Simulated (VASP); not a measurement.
An input for Ansatz (written as the equivalent of a VASP run, and not itself run):

Ansatz 0.2 input:
```yaml
crystal:
  lattice:
    - [0.0000000, 3.6018795, 3.6018795]
    - [3.6018795, 0.0000000, 3.6018795]
    - [3.6018795, 3.6018795, 0.0000000]
  atoms:
    - { symbol: K, position: [0.2500000, 0.2500000, 0.2500000] }
    - { symbol: K, position: [0.7500000, 0.7500000, 0.7500000] }
    - { symbol: S, position: [0.0000000, 0.0000000, 0.0000000] }
kpoints:
  mp_grid: { grid: [6, 6, 6] }
hamiltonian:
  xc: lda
  pseudopotentials: { kind: paw }
scf:
  occupations: { method: tetrahedron }
  max_iter: 100
output: { forces: true, stress: true, eigenvalues: true }
```

Problem. Write the VASP files for the same calculation (LDA).

Solution. This is not unique; one that fits is 
INCAR:
```
SYSTEM=K2S
PREC=Accurate; ENCUT=520; LREAL=.FALSE.
LASPH=.TRUE.
EDIFF=1E-7; NELM=100; ALGO=Normal
ISMEAR=-5
ISIF=2
LWAVE=.FALSE.; LCHARG=.TRUE.; LORBIT=11
NEDOS=601
LEFG=.TRUE.
```

**POSCAR**
```
K2S
1
    0.0000000000     3.6018794643     3.6018794643
    3.6018794643     0.0000000000     3.6018794643
    3.6018794643     3.6018794643     0.0000000000
K S
2 1
Direct
  0.2500000000   0.2500000000   0.2500000000
  0.7500000000   0.7500000000   0.7500000000
  0.0000000000   0.0000000000   0.0000000000
```

### KPOINTS
```
K-points
0
Gamma
 6 6 6
```

POTCAR, in this order: K_sv S (LDA.64 set). Program: vasp_std.

What does not carry over: each code has its own PAW files, so the cut-off isn't converted (ENCUT is set for VASP's; basis.ecutwfc is left out, and Ansatz then takes the one that its files recommend); Ansatz stops its SCF on the density residual and VASP on the energy change (EDIFF); Ansatz's lda is the Perdew-Wang form, while the LDA potentials of VASP carry Perdew-Zunger's; the field gradients of LEFG aren't asked of the other code.

The compound is K2S in the antifluorite structure. It was relaxed first, which changed the volume by -8 %.
